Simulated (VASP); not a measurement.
Consider the following.

```yaml
crystal:
  lattice:
    - [3.53358, 0.00000, 0.00000]
    - [0.00000, 3.53358, 0.00000]
    - [0.00000, 0.00000, 3.53358]
  atoms:
    - { symbol: Si, position: [0.00000, 0.00000, 0.00000] }
    - { symbol: Ni, position: [0.00000, 0.50000, 0.50000] }
    - { symbol: Ni, position: [0.50000, 0.00000, 0.50000] }
    - { symbol: Ni, position: [0.50000, 0.50000, 0.00000] }
```

These are RPBE GGA, VASP's PBE PAW potentials (set 64) (plane waves; VASP 6.6.1) values and carry that method's errors. Settings: 520 eV cut-off, 8×8×8 Γ-centred mesh, first-order Methfessel-Paxton smearing of 0.10 eV, potentials Si Ni.

Task: Estimate the energy per atom (σ→0), band gap (on the k-mesh) with the smallest direct gap where there is one.

Result: 
| Item | Result |
|---|---|
| band gap (on the k-mesh) | none (metal, semimetal or under 0.01 eV) |
| energy per atom (σ→0) | -5.437 eV/atom |

Only differences to runs with the same potentials and settings are physical.

The compound is Ni3Si in the L1_2 structure. It was relaxed first. The start is the result of an earlier pass. The run is not spin-polarised, so no magnetic state was tried.
